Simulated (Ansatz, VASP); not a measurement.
## BN (Qingsongite) in two plane-wave programs

Wanted: the spread between two codes on one cell, functional and k mesh. The cell is taken from a series of runs on this material, whose earlier steps may have relaxed, scaled, displaced or heated it; both programs get it as it stands.

Program: Ansatz 0.2.0. Level of theory: plane waves, with VASP 6.6.1 beside it; single point at PBE. Results are calculated unless marked as measured.

## (1) Starting point

It takes space group F-43m (No. 216, cubic). Conventional cell: a = 3.606 Å, b = 3.606 Å, c = 3.606 Å, α = 90.00°, β = 90.00°, γ = 90.00°. Nearest to B lie 4 N at 1.56 Å. Nearest to N lie 4 B at 1.56 Å. Farther neighbours and most contacts between anions are not listed.

## (2) VASP: single point, PBE

A single point gives forces, pressure and levels at one fixed geometry, so differences don't come from the geometry; what else differs is listed under the comparison.

Lines of VASP's logs that name or quote its potential files are left out, and so is its time.

Contents of INCAR:

```
SYSTEM = BN
PREC = Accurate
ENCUT = 520
EDIFF = 1E-06
NELM = 120
ISMEAR = -1
SIGMA = 0.02
LREAL = .FALSE.
ALGO = Normal
GGA = PE
NBANDS = 10
LORBIT = 11
LWAVE = .FALSE.
LCHARG = .FALSE.
ISIF = 2
LASPH = .TRUE.
GGA_COMPAT = .FALSE.
EFERMI = MIDGAP
```

Contents of POSCAR:

```
BN
1.0
    0.0000000000      1.8029996702      1.8029996702
    1.8029996702      0.0000000000      1.8029996702
    1.8029996702      1.8029996702      0.0000000000
B N
1 1
Direct
    0.0000000000      0.0000000000      0.0000000000
    0.2500000000      0.2500000000      0.2500000000
```

Contents of KPOINTS:

```
Automatic mesh
0
Gamma
10 10 10
0 0 0
```

PAW data sets: B and N (PBE family, release 64).

On the command line:

```bash
> mpirun -np 1 vasp_std
```

Numbers of over 12 decimals in the logs are rounded to 6 here.

Output:

```text
[banner, memory and clock lines left out]
running    1 mpi-ranks, on    1 nodes
 distrk:  each k-point on    1 cores,    1 groups
 distr:  one band on    1 cores,    1 groups

 POSCAR found type information on POSCAR B N
 POSCAR found :  2 types and       2 ions
 LDA part: xc-table for (Slater+PW92), standard interpolation
 POSCAR, INCAR and KPOINTS ok, starting setup
 FFT: planning ... GRIDC
 FFT: planning ... GRID_SOFT
 FFT: planning ... GRID
 WAVECAR not read
 entering main loop
       N       E                     dE             d eps       ncg     rms          rms(c)
DAV:   1     0.867282932676E+01    0.86728E+01   -0.50677E+03   964   0.807E+02
DAV:   2    -0.180106219589E+02   -0.26683E+02   -0.25523E+02  1156   0.163E+02
DAV:   3    -0.184233358507E+02   -0.41271E+00   -0.41241E+00  1088   0.185E+01
DAV:   4    -0.184238358084E+02   -0.49996E-03   -0.49994E-03  1014   0.691E-01
DAV:   5    -0.184238363156E+02   -0.50714E-06   -0.50715E-06  1070   0.225E-02    0.675E+00
DAV:   6    -0.175360071627E+02    0.88783E+00   -0.30194E+00   996   0.109E+01    0.330E+00
DAV:   7    -0.174613185121E+02    0.74689E-01   -0.10652E-01  1018   0.286E+00    0.193E+00
DAV:   8    -0.174467253060E+02    0.14593E-01   -0.37844E-02  1054   0.151E+00    0.197E-01
DAV:   9    -0.174469183972E+02   -0.19309E-03   -0.91893E-04  1004   0.272E-01    0.817E-02
DAV:  10    -0.174469988171E+02   -0.80420E-04   -0.11839E-04  1018   0.994E-02    0.148E-02
DAV:  11    -0.174470039138E+02   -0.50968E-05   -0.10201E-05  1064   0.271E-02    0.105E-02
DAV:  12    -0.174470038662E+02    0.47648E-07   -0.18900E-06   578   0.100E-02
   1 F= -.17447004E+02 E0= -.17447004E+02  d E =0.000000E+00
```

From OUTCAR (step 2):

```text
ion  position               nearest neighbor table
   1  0.000  0.000  0.000-   2 1.56   2 1.56   2 1.56   2 1.56
   2  0.250  0.250  0.250-   1 1.56   1 1.56   1 1.56   1 1.56

  LATTYP: Found a face centered cubic cell.
 ALAT       =     3.6059993404

 Subroutine GETGRP returns: Found 24 space group operations
 (whereof 24 operations were pure point group operations)

The static configuration has the point symmetry T_d .

 Found     47 irreducible k-points:

   k-points           NKPTS =     47   k-points in BZ     NKDIM =     47   number of bands    NBANDS=     10

   dimension x,y,z NGX =    20 NGY =   20 NGZ =   20
   dimension x,y,z NGXF=    40 NGYF=   40 NGZF=   40

   ENCUT  =  520.0 eV  38.22 Ry    6.18 a.u.   4.74  4.74  4.74*2*pi/ulx,y,z

   NELECT =       8.0000    total number of electrons

 k-points in reciprocal lattice and weights: Automatic mesh
   0.00000000  0.00000000  0.00000000       0.001
   0.10000000  0.00000000  0.00000000       0.008
   0.20000000  0.00000000  0.00000000       0.008
   0.30000000  0.00000000  0.00000000       0.008
   0.40000000  0.00000000  0.00000000       0.008
   0.50000000  0.00000000  0.00000000       0.004
   0.10000000  0.10000000  0.00000000       0.006
   0.20000000  0.10000000  0.00000000       0.024
   0.30000000  0.10000000  0.00000000       0.024
[...]
-0.30000000  0.40000000  0.20000000       0.024
  -0.30000000  0.50000000  0.20000000       0.012

 average (electrostatic) potential at core
       1 -24.3700       2 -60.3063

 E-fermi :   9.7290

 k-point     1 :       0.0000    0.0000    0.0000
  band No.  band energies     occupation
      1     -12.8207      2.00000
      2       7.4953      2.00000
      3       7.4953      2.00000
      4       7.4953      2.00000
      5      16.3508      0.00000
      6      16.3508      0.00000
      7      16.3508      0.00000
      8      17.9666      0.00000
      9      32.3886      0.00000
    ...

 k-point     2 :       0.1000    0.0000    0.0000
  band No.  band energies     occupation
      1     -12.5760      2.00000
      2       6.2191      2.00000
      3       7.2392      2.00000
      4       7.2392      2.00000
      5      16.6396      0.00000
      6      16.7383      0.00000
      7      16.7383      0.00000
      8      18.7507      0.00000
      9      32.0729      0.00000
    ...

 k-point     3 :       0.2000    0.0000    0.0000
  band No.  band energies     occupation
      1     -11.8559      2.00000
      2       3.4893      2.00000
      3       6.6639      2.00000
      4       6.6639      2.00000
      5      17.0337      0.00000
      6      17.5389      0.00000
      7      17.5389      0.00000
      8      20.4019      0.00000
      9      31.2576      0.00000
    ...

  Total        0.4551808      0.4551808      0.4551808      0.0000000     -0.0000000      0.0000000
  in kB       62.2124940     62.2124940     62.2124940      0.0000000     -0.0000000      0.0000000
  external PRESSURE =      62.2124940 kB  Pullay stress =       0.0000000 kB

  energy-cutoff  :      520.00
  volume of cell :       11.72
      direct lattice vectors                 reciprocal lattice vectors
     0.000000000  1.802999670  1.802999670    -0.277315636  0.277315636  0.277315636
     1.802999670  0.000000000  1.802999670     0.277315636 -0.277315636  0.277315636
     1.802999670  1.802999670  0.000000000     0.277315636  0.277315636 -0.277315636

 POSITION                                       TOTAL-FORCE (eV/Angst)
 -----------------------------------------------------------------------------------
      0.00000      0.00000      0.00000        -0.000000     -0.000000     -0.000000
      0.90150      0.90150      0.90150         0.000000      0.000000      0.000000
 -----------------------------------------------------------------------------------
    total drift:                                0.000000      0.000000      0.000000

  FREE ENERGIE OF THE ION-ELECTRON SYSTEM (eV)
  ---------------------------------------------------
  free  energy   TOTEN  =       -17.4470038662 eV

  energy  without entropy=      -17.4470038662  energy(sigma->0) =      -17.44700387

 total charge
# of ion       s       p       d       tot
------------------------------------------
    1        0.680   1.370   0.000   2.051
    2        1.214   2.771   0.000   3.985
--------------------------------------------------
tot          1.895   4.141   0.000   6.035

[... 3 further parts left out ...]
```

The run ends at a pressure of 6.22 GPa.

## (3) Ansatz: single point, PBE

Ansatz runs on its PAW soft_1 files.

The same cell, functional, mesh and smearing now go to Ansatz, which takes its cutoff from its data sets.

Contents of input.yaml:

```yaml
crystal:
  lattice:
    - [0.0, 1.8029996702, 1.8029996702]
    - [1.8029996702, 0.0, 1.8029996702]
    - [1.8029996702, 1.8029996702, 0.0]
  atoms:
    - { symbol: B, position: [0.0, 0.0, 0.0] }
    - { symbol: "N", position: [0.25, 0.25, 0.25] }
kpoints:
  mp_grid: { grid: [10, 10, 10] }
  band_path:
    path:
      - [[0.0, 0.0, 0.0], [-0.5, -0.5, 0.0], [-0.375, -0.375, 0.25]]
      - [[-0.375, 0.0, 0.375], [0.0, 0.0, 0.0], [0.0, 0.0, 0.5], [-0.5, -0.25, 0.25], [-0.5, -0.5, 0.0]]
    npoints: 10
hamiltonian:
  xc: pbe
  pseudopotentials: { kind: paw, azcp: { folder: soft_1 } }
scf:
  occupations: { method: fermi_dirac, width: 0.02 }
  n_extra_bands: 4
output:
  eigenvalues: true
```

On the command line:

```bash
> ansatz run input.yaml --threads 3 --pin off --max-ram 92160MiB --backend cuda --events-out ev --progress --plain --runs-dir out --devices 1 --max-vram 13GiB
```

Output:

```text
scf.n_extra_bands = 4 over 4 filled bands (N_el = 8.0): the run solves 8 bands
GPUs: using 1 of 1 available (devices: 1).
Engine: ansatz 0.2.0, x86_64-unknown-linux-gnu
Pseudopotentials: kind: paw
Pseudopotential: B, paw, valence charge 3, recommended cutoff 420 eV (normal), soft_1/B.paw.azcp
Pseudopotential: N, paw, valence charge 5, recommended cutoff 420 eV (normal), soft_1/N.paw.azcp
Functional definition: PBE
  parameter kappa = 0.804
  parameter beta = 0.066725
  exchange = pbe_x(kappa = kappa, mu = beta*pi^2/3)
  correlation = pbe_c(beta = beta)
device memory: the entry about to start is reckoned to put 0.9 GiB on a device that reports 56.1 GiB free (of which the cap on the GPU budget leaves the run 13.0 GiB)
GPU FFT provider: cuFFT
GPU libraries: cuBLAS 13.8.2, cuFFT 12.4.0, cuSOLVER 12.3.4
Crystal: 2 atoms, lattice volume = 11.722 Å³
Basis set: ecut = 420 eV, 259 PW (Γ)
Bands: 8, of which v1, the nominal top of the filled ones, is band 4 counted from 1 (3 counted from 0)
Symmetry: 24 space group operations
Space group: F-43m (ITA 216), of the structure as read, at distance tolerance 2.3e-5 Å
k-points: 47 of 1000 (time reversal used)
Non-local potential: B, projectors of the file, l = 0: 2, l = 1: 2, l = 2: 1
Non-local potential: N, projectors of the file, l = 0: 2, l = 1: 2, l = 2: 1
PAW form: soft (Blöchl's): semilocal exchange-correlation on the pseudo side does not see the compensation charge
PAW one-centre angular grid: B, 110 points (default); XC on 64 Gauss nodes
PAW one-centre angular grid: N, 110 points (default); XC on 64 Gauss nodes
Initial density: superposition of atomic densities (chi_scale 0.1, normalization cell, long waves kept (reshape's long-wave potential 0.00 eV rms))
Initial wavefunctions: pseudopotential atomic-orbital guess
GPU buffer pool allocated for 5832 grid points (all kernels)
GPU transforms: local potential and band sums: pruned to the plane-wave sphere, on 18×18×18
Functional: x = pbe(κ = 0.804, μ = 0.219515), c = pbe(β = 0.066725)
SCF iter   1: F=—  HF=-542.940918 eV  |F-HF|=—  |Δ(HF+E_count)|=         —  Δρ=1.47e-1  dr2=2.05e0  ethr=3.10e-3  ⟨swp⟩=4.1  Hψ=2486  notcnv=0
preconditioner: auto → none  [insulator: Δε(μ)=5.755 eV  Ē_g=20.434 eV  σ=0.020 eV  W_gap=1.00  n_scr=0 (ndim 8)  ℏωp=30.7 eV  f_vac=0.000  D(μ)=0.00/eV (n_scr^D=0)  ε∞_Penn≈3.3]
SCF iter   2: F=—  HF=-542.331894 eV  |F-HF|=—  |Δ(HF+E_count)|=   6.09e-1  Δρ=6.44e-2  dr2=2.65e-1  ethr=3.10e-3  ⟨swp⟩=2.0  Hψ=1114  notcnv=0
SCF iter   3: F=—  HF=-542.280146 eV  |F-HF|=—  |Δ(HF+E_count)|=   5.17e-2  Δρ=2.32e-2  dr2=3.77e-2  ethr=3.10e-3  ⟨swp⟩=3.0  Hψ=698  notcnv=0
SCF iter   4: F=—  HF=-542.276826 eV  |F-HF|=—  |Δ(HF+E_count)|=   3.32e-3  Δρ=3.02e-3  dr2=3.73e-4  ethr=4.72e-4  ⟨swp⟩=3.0  Hψ=752  notcnv=0
SCF iter   5: F=—  HF=-542.276967 eV  |F-HF|=—  |Δ(HF+E_count)|=   1.41e-4  Δρ=2.78e-4  dr2=4.38e-6  ethr=4.66e-6  ⟨swp⟩=3.0  Hψ=694  notcnv=0
SCF iter   6: F=—  HF=-542.277004 eV  |F-HF|=—  |Δ(HF+E_count)|=   3.68e-5  Δρ=1.91e-5  dr2=1.03e-8  ethr=1.25e-9  ⟨swp⟩=2.4  Hψ=1814  notcnv=0
SCF iter   7: F=-542.277004 eV  HF=-542.277004 eV  |F-HF|=2.46e-10  |Δ(HF+E_count)|=   2.11e-8  Δρ=2.13e-6  dr2=4.62e-10  ethr=1.29e-10  ⟨swp⟩=1.0  Hψ=1124  notcnv=0
SCF 1 converged in 7 iterations: F = -542.277004 eV  dr2 = 4.62e-10
  greatest PAW one-centre occupation: 0.790 electrons in one spin orbital (limit 2), on the N atom at site 1 (counted from 0), in its partial waves of l = 0
device memory: the entry about to start is reckoned to put 0.5 GiB on a device that reports 54.8 GiB free (of which the cap on the GPU budget leaves the run 13.0 GiB)
NSCF: frozen V_eff on 62 k-points, pencils in batches of 32, up to order 40
SCF converged after 7 iterations
Free energy (F): -542.277004 eV
Harris-Foulkes:  -542.277004 eV  (|F-HF|=2.46e-10)
Internal energy: -542.277004 eV  (E = F + TS)
E sigma→0 (E₀):  -542.277004 eV
Fermi energy:    13.527340 eV
--- Per-component energies (eV) ---
  E_band       = 27.023156
  E_kinetic    = 184.082399
  E_local      = -158.073872  (includes V_loc(G=0)·N_el)
  E_nonlocal   = 42.208689
  E_hartree    = 48.832884
  E_xc         = -93.334384
  E_vxc        = -115.429835  (∫ρ·V_xc dr)
  E_paw        = -206.714487  (= ΣΔE_a)
  E_vpaw       = -23.430652  (= ΣTr[D̂ρ^β])
  E_aug_tail   = 0.000954  (compensation charges beyond the density's cutoff)
  E_ewald      = -359.279186
  E_smearing   = -0.000000  (= −TS)
  E_closure    = 0.000000  (closes the sum)
  Σ components = -542.277004   (vs F -542.277004, Δ=0.00e0)
--- Band table (eV; the first three rows and the last of 47) ---
  k-point 0: bands = ["-9.0278", "11.2900", "11.2900", "11.2900", "20.1513", "20.1513", "20.1513", "21.7333"]
  k-point 1: bands = ["-8.7830", "10.0147", "11.0346", "11.0346", "20.4343", "20.5382", "20.5382", "22.5247"]
  k-point 2: bands = ["-8.0623", "7.2848", "10.4590", "10.4590", "20.8215", "21.3385", "21.3385", "24.1858"]
  k-point 46: bands = ["-3.1127", "3.3466", "4.6596", "4.8697", "20.0897", "24.3762", "25.4980", "27.4106"]
```

## (4) Differences

Known differences besides the potentials themselves: the cutoff is 420 eV in Ansatz and 520 eV in VASP. Total energies have different zeros and are not compared.

Compared:

```csv
quantity,Ansatz,VASP,difference
gap on the k mesh (eV),4.475,4.467,+0.007
```

A gap on the mesh is an upper bound, since the band edges may lie between its points.

## (5) Results

- difference in gap on the k mesh (single point, PBE): 0.0073 eV

In words: The difference in gap on the k mesh is 0.0073 eV (single point, PBE), within the 0.08 eV picked in this series as the mark of a large difference. Such differences can come from data sets, numerical settings and the points named under the comparisons, not from the functional's error against experiment.

[Lines on the potential files, build, host, timing and source positions are cut from VASP's logs without a mark.]

[Logs are printed without paths, hosts, clocks, repeated set-up lines and the standing remarks that a program may print on its own settings, such as how far it seeks lower states.]

[Hosts, paths, dates, database ids (printed as entryN), source tags and the programs' standing remarks are cut or masked in the printed files.]
